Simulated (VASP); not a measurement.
Here is a VASP 6.6.1 calculation.

File INCAR:

```
SYSTEM = AgPbF4
  ALGO = Normal
  EDIFF = 1E-6
  EDIFFG = -0.04
  ENCUT = 600
  GGA = PE
  IBRION = 2
  ISIF = 3
  ISMEAR = 0
  LASPH = .TRUE.
  LCHARG = .FALSE.
  LREAL = .FALSE.
  LWAVE = .FALSE.
  NELM = 100
  NSW = 90
  PREC = Accurate
  SIGMA = 0.1
```

Contents of KPOINTS:

```
k-points
0
G
  6 6 2
  0 0 0
```

File POSCAR:

```
AgPbF4
1.0
    3.4976721900      0.0000000000      0.0000000000
   -1.7488361000      3.0290729700      0.0000000000
    0.0000000000      0.0000000000      7.5549719400
Ag Pb F
1 1 4
Direct
    0.0000000000      0.0000000000      0.5000000000
    0.0000000000      0.0000000000      0.0000000000
    0.3333333300      0.6666666700      0.2500000000
    0.3333333300      0.6666666700      0.7500000000
    0.6666666700      0.3333333300      0.2500000000
    0.6666666700      0.3333333300      0.7500000000
```

Potentials or basis: VASP PAW PBE potentials, release 64 (Ag, Pb_d, F).

Command:

```console
$ cat potpaw_PBE.64/Ag/POTCAR potpaw_PBE.64/Pb_d/POTCAR potpaw_PBE.64/F/POTCAR > POTCAR
$ mpirun -np 1 vasp_std > vasp.out
```

Task: Estimate the relaxed volume.

Result: 13.88 Å³/atom.

Task: Estimate the space group after relaxing (to 0.05 Å).

Result: P6/mmm (No. 191).

The path:
| step | energy change (eV) | largest force (eV/Å) | pressure (GPa) | volume (Å³) |
| --- | --- | --- | --- | --- |
| 1 | 0.0000 | 0.7166 | 14.12 | 80.04 |
| 2 | -2.6219 | 0.4389 | -2.50 | 93.29 |
| 3 | -2.7920 | 0.3086 | -7.74 | 99.92 |
| 4 | -2.8146 | 0.3524 | -5.93 | 97.53 |
| 5 | -3.1721 | 0.1078 | -3.23 | 90.22 |
| 6 | -3.2774 | 0.0092 | -1.23 | 85.54 |
| 7 | -3.2911 | 0.0035 | -0.18 | 83.27 |

Caveat: the k mesh is coarse (spacing up to 0.42 Å⁻¹), so the values aren't converged; an odd number of electrons without spin polarisation forces a metal; a magnetic or distorted state may lie lower. The run has no spin-orbit coupling, so splittings on Pb are missing.
